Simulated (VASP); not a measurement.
# ScAl3 under strain, part 2 of 2

How does the pressure of ScAl3 answer to a change of volume? The bands are shown for each cell. All runs use r2SCAN. Left out of this account: 1 further run (fields: a reference on another mesh). The start is a computed cell from the Materials Project.

VASP 6.6.1; r2SCAN; plane waves and PAW (Sc_sv, Al).

Still holding for the runs below: The k-mesh is coarse for a metal.

So far, pressure (GPa): step 2 (bands, cell as listed) -0.205; step 3 (cell volume +4.0 %) -3.61; step 4 (cell volume +8.0 %) -6.38; step 5 (bands, sheared, principal strains -2.6, +0.7, +1.9 %) -0.102; step 6 (cell volume -4.0 %) 3.95.

### 7. Bands, volume times 0.92 (continued)

The electronic bands at the labelled points (eV, zero at the Fermi level; # counts the bands kept):

```csv
point,#3,#4,#5,#6,#7,#8,#9,#10
Γ,-2.71,-1.91,-1.91,-1.91,1.41,1.57,1.57,1.57
0.53 of the way,-2.23,-1.87,-1.87,-0.14,1.31,1.31,1.79,3.23
X,-1.86,-1.86,-1.65,1.25,1.25,1.46,1.83,2.00
0.53 of the way,-4.23,-3.00,-1.32,-0.03,1.43,1.68,2.91,2.92
M,-5.98,-4.77,-0.51,-0.51,1.36,1.73,2.63,3.14
0.53 of the way,-4.77,-1.67,-1.61,0.41,0.42,1.17,2.90,3.41
Γ,-2.71,-1.91,-1.91,-1.91,1.41,1.57,1.57,1.57
0.47 of the way,-4.59,-4.02,-1.10,-1.10,1.71,2.18,2.18,2.56
R,-5.02,-5.01,-3.22,-3.22,-3.22,1.41,3.25,3.25
0.47 of the way,-4.06,-3.26,-2.77,-2.11,-0.17,2.79,3.09,3.28
X,-1.86,-1.86,-1.65,1.25,1.25,1.46,1.83,2.00
jump to M,-5.98,-4.77,-0.51,-0.51,1.36,1.73,2.63,3.14
0.53 of the way,-5.58,-4.05,-2.38,-2.05,-2.05,2.46,3.20,3.82
R,-5.02,-5.01,-3.22,-3.22,-3.22,1.41,3.25,3.25
```

Of the projections kept (Sc, Al), the largest for each band there; the rest of the weight can lie on other orbitals:

```csv
point,#3,#4,#5,#6,#7,#8,#9,#10
Γ,Sc 0.59,Al 0.81,Al 0.81,Al 0.81,Sc 0.94,Sc 1.00,Sc 1.00,Sc 1.00
X,Sc 0.57,Sc 0.57,Sc 0.79,Al 0.68,Al 0.68,Al 0.58,Al 1.00,Sc 1.00
M,Al 0.81,Sc 0.53,Sc 0.76,Sc 0.76,Al 1.00,Sc 0.75,Sc 1.00,Sc 0.98
Γ,Sc 0.59,Al 0.81,Al 0.81,Al 0.81,Sc 0.94,Sc 1.00,Sc 1.00,Sc 1.00
R,Al 0.69,Al 1.00,Al 0.66,Al 0.66,Al 0.66,Sc 1.00,Sc 1.00,Sc 1.00
X,Sc 0.57,Sc 0.57,Sc 0.79,Al 0.68,Al 0.68,Al 0.58,Al 1.00,Sc 1.00
```

 The pressure is 9.04 GPa. The parabola predicted 8.91 GPa, -0.13 GPa off.

### 8. Bands, atoms displaced by up to 0.05 Å

The atoms are moved off their sites at random, as a crude picture of disorder.

The input, INCAR:

```
SYSTEM = ScAl3
PREC = Accurate
ENCUT = 400
EDIFF = 1E-06
NELM = 100
ISMEAR = -1
SIGMA = 0.05
LREAL = .FALSE.
ALGO = Normal
METAGGA = R2SCAN
LASPH = .TRUE.
NBANDS = 24
LORBIT = 11
LWAVE = .FALSE.
LCHARG = .FALSE.
KPAR = 4
```

The input, POSCAR:

```
ScAl3
1.0
    4.0878065700      0.0000000000      0.0000000000
    0.0000000000      4.0878065700      0.0000000000
    0.0000000000      0.0000000000      4.0878065700
Sc Al
1 3
Direct
    0.0042950000     -0.0004760000     -0.0066160000
    0.4976340000     -0.0011980000      0.5118430000
   -0.0127730000      0.5011080000      0.4991260000
    0.5001760000      0.5079810000      0.0018120000
```

The input, KPOINTS:

```
Automatic mesh
0
Gamma
7 7 7
0 0 0
```

The input, KPOINTS_OPT:

```
Line mode
16
Line-mode
Reciprocal
  0.00000000   0.00000000   0.00000000 GAMMA
  0.00000000   0.50000000   0.00000000 X

  0.00000000   0.50000000   0.00000000 X
  0.50000000   0.50000000   0.00000000 M

  0.50000000   0.50000000   0.00000000 M
  0.00000000   0.00000000   0.00000000 GAMMA

  0.00000000   0.00000000   0.00000000 GAMMA
  0.50000000   0.50000000   0.50000000 R

  0.50000000   0.50000000   0.50000000 R
  0.00000000   0.50000000   0.00000000 X

  0.50000000   0.50000000   0.00000000 M
  0.50000000   0.50000000   0.50000000 R
```

Potentials, in the order of the species: Sc_sv and Al (PBE family, release 64).

The run is started by

```bash
> mpirun -np 4 vasp_std
```

Wall time 2.4 min (4 MPI ranks of Intel Xeon 6975P-C (Granite Rapids), shared host); peak memory 1.5 GiB; 7.6 min of CPU time.

Numbers from this step:

| Item | Value |
| --- | --- |
| SCF cycles | 14 |
| irreducible k-points | 172 |
| symmetry operations | 1 |
| free energy (TOTEN) | -33.48 eV |
| energy at zero smearing | -33.48 eV |
| Fermi energy | 7.207 eV |
| pressure | -0.02965 GPa |

Electronic bands along the path, in eV, zero at the Fermi level; # counts the bands kept:

```csv
point,#3,#4,#5,#6,#7,#8,#9,#10
Γ,-2.62,-1.91,-1.91,-1.90,1.42,1.50,1.50,1.51
0.53 of the way,-2.14,-1.82,-1.81,-0.11,1.18,1.21,1.72,2.69
X,-1.75,-1.75,-1.50,1.05,1.09,1.28,1.44,1.90
0.53 of the way,-4.12,-2.90,-1.24,-0.04,1.26,1.54,2.67,2.76
M,-5.87,-4.59,-0.47,-0.47,1.30,1.62,2.40,2.87
0.53 of the way,-4.61,-1.64,-1.48,0.27,0.42,1.11,2.67,3.18
Γ,-2.62,-1.91,-1.91,-1.90,1.42,1.50,1.50,1.51
0.53 of the way,-4.63,-3.99,-1.46,-1.43,0.75,2.34,2.40,2.48
R,-4.91,-4.66,-3.17,-3.17,-3.16,1.16,2.98,2.99
0.47 of the way,-3.98,-3.14,-2.69,-2.07,-0.17,2.52,2.81,3.03
X,-1.75,-1.75,-1.50,1.05,1.09,1.28,1.44,1.90
jump to M,-5.87,-4.59,-0.47,-0.47,1.30,1.62,2.40,2.87
0.47 of the way,-5.55,-4.07,-1.91,-1.74,-1.69,2.30,2.92,3.76
R,-4.91,-4.66,-3.17,-3.17,-3.16,1.16,2.98,2.99
```

Of the projections kept (Sc, Al), the largest for each band there; the rest of the weight can lie on other orbitals:

```csv
point,#3,#4,#5,#6,#7,#8,#9,#10
Γ,Sc 0.56,Al 0.82,Al 0.82,Al 0.81,Sc 0.92,Sc 1.00,Sc 1.00,Sc 1.00
X,Sc 0.57,Sc 0.57,Sc 0.79,Al 0.62,Al 0.68,Al 1.00,Al 0.60,Sc 1.00
M,Al 0.83,Sc 0.53,Sc 0.76,Sc 0.76,Al 0.93,Sc 0.73,Sc 1.00,Sc 0.98
Γ,Sc 0.56,Al 0.82,Al 0.82,Al 0.81,Sc 0.92,Sc 1.00,Sc 1.00,Sc 1.00
R,Al 0.72,Al 0.91,Al 0.67,Al 0.67,Al 0.67,Sc 1.00,Sc 1.00,Sc 1.00
X,Sc 0.57,Sc 0.57,Sc 0.79,Al 0.62,Al 0.68,Al 1.00,Al 0.60,Sc 1.00
```

Force by atom:

```csv
atom,x (eV/Å),y (eV/Å),z (eV/Å),size
Sc1,-0.282,0.193,0.507,0.611
Al2,0.053,0.093,-0.453,0.465
Al3,0.252,-0.041,-0.076,0.267
Al4,-0.023,-0.244,0.022,0.246
```

 The pressure is -0.03 GPa, and the symmetry operations fall from 48 to 1.

### 9. The runs together

| cell | mesh | pressure (GPa) | gap (eV) |
| --- | --- | --- | --- |
| cell as listed | 7×7×7 | -0.20 | none |
| volume times 1.04 | 7×7×7 | -3.61 | none |
| volume times 1.08 | 7×7×7 | -6.38 | none |
| sheared, principal strains -2.6, +0.7, +1.9 % | 7×7×7 | -0.10 | none |
| volume times 0.96 | 7×7×7 | 3.95 | none |
| volume times 0.92 | 7×7×7 | 9.04 | none |
| atoms displaced by up to 0.05 Å | 7×7×7 | -0.03 | none |

### 10. Outcome

```
pressure, cell as listed                                    : -0.205 GPa
pressure, volume times 1.04                                 : -3.61 GPa
pressure, volume times 1.08                                 : -6.38 GPa
pressure, sheared, principal strains -2.6, +0.7, +1.9 %     : -0.102 GPa
pressure, volume times 0.96                                 : 3.95 GPa
pressure, volume times 0.92                                 : 9.04 GPa
pressure, atoms displaced by up to 0.05 Å                   : -0.0296 GPa
bulk modulus at the listed volume, shape and positions held : 94.8 GPa
```

In words: The slope of pressure against ln V at the listed volume gives a bulk modulus of 94.8 GPa at fixed shape and positions. The k-sampling is coarse for a metal, so the Fermi level, pressures and the shape of the cell carry errors.

[Lines on the potential files, build, host, timing and source positions are cut from VASP's logs without a mark.]

[Logs are printed without paths, hosts, clocks, repeated set-up lines and the standing remarks that a program may print on its own settings, such as how far it seeks lower states.]

[Hosts, paths, dates, database ids (printed as entryN), source tags and the programs' standing remarks are cut or masked in the printed files.]

[A measured line is paired with the nearest computed mode of its activity, which favours agreement.]
